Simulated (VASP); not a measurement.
```
CELL_PARAMETERS angstrom
      1.79151    -3.10299     0.00000
      1.79151     3.10299     0.00000
      0.00000     0.00000     5.10531
ATOMIC_POSITIONS crystal
  Se 0.00000 0.27828 0.66667
  Se 0.72172 0.72172 0.00000
  Se 0.27828 0.00000 0.33333
```

The numbers are results of r2SCAN meta-GGA, VASP's PBE PAW potentials (set 64) (plane waves; VASP), not measurements. Numerical set-up: 500 eV cut-off, 7×7×5 Γ-centred mesh, Gaussian smearing of 0.050 eV, potentials Se.

Q: What does the run give for the energy per atom (σ→0), pressure?

A: 
```yaml
energy per atom (σ→0): -13.952 eV/atom
pressure: 20.00 GPa
```

The compound is Se in the trig structure. It was relaxed first under an external pressure of 20 GPa.
